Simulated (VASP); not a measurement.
## Cd₃ZnSe₄ (ordered alloy cell): computed properties

Method: PBEsol GGA, VASP's PBE PAW potentials (set 64) (plane waves; VASP).

For Cd3ZnSe4, the space group comes out as Amm2 (38) and the cell comes out as a = 4.212 Å, b = 8.449 Å, c = 11.955 Å, α = 90.00°, β = 90.00°, γ = 90.00°. The volume per atom comes out as 26.59 Å³/atom, the band gap (over mesh and band path) is 0.53 eV and the smallest direct gap (over mesh and band path) is 0.53 eV. The band-edge character comes out as direct, Γ to Γ. The density is 5.61 g/cm³.

```xyz
8
Lattice="-0.0086 5.9657 5.9777 5.9657 -0.0086 5.9777 2.9786 2.9786 0.0000" Properties=species:S:1:pos:R:3 pbc="T T T"
Zn     2.9786     2.9786     0.0079
Se     1.4893     1.4893     1.3579
Se     4.5456     1.4115     4.5562
Se     1.4115     4.5456     4.5562
Se     4.4678     4.4678     7.4762
Cd     5.9430     2.9927     2.9893
Cd     2.9927     5.9430     2.9893
Cd     2.9786     2.9786     5.9553
```

The structure was generated: Cd3ZnSe4 was put into an ordered model structure (Amm2), which need not be its known phase. It was relaxed first. Symmetry was kept, so distortions that lower it aren't found.
